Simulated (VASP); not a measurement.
Data:

```xyz
2
Lattice="0.0000 2.4120 2.4120 2.4120 0.0000 2.4120 2.4120 2.4120 0.0000" Properties=species:S:1:pos:R:3 pbc="T T T"
K      0.0000     0.0000     0.0000
F      2.4120     2.4120     2.4120
```

Calculation: PBEsol GGA, VASP's PBE PAW potentials (set 64) (plane waves; VASP). Run with 600 eV cut-off, 8×8×8 Γ-centred mesh, Gaussian smearing of 0.050 eV, potentials K_sv F.

Question: Estimate the energy per atom (σ→0), pressure, band gap (on the k-mesh) with the smallest direct gap where there is one.

Answer: 
```json
{
 "band gap (on the k-mesh)": "7.74 eV",
 "smallest direct gap (on the k-mesh)": "7.88 eV",
 "energy per atom (σ→0)": "-4.035 eV/atom",
 "pressure": "20.01 GPa"
}
```

Total energies compare only between runs with the same potentials, cut-off and functional.

The compound is KF in the rock salt structure. It was relaxed first under an external pressure of 20 GPa.
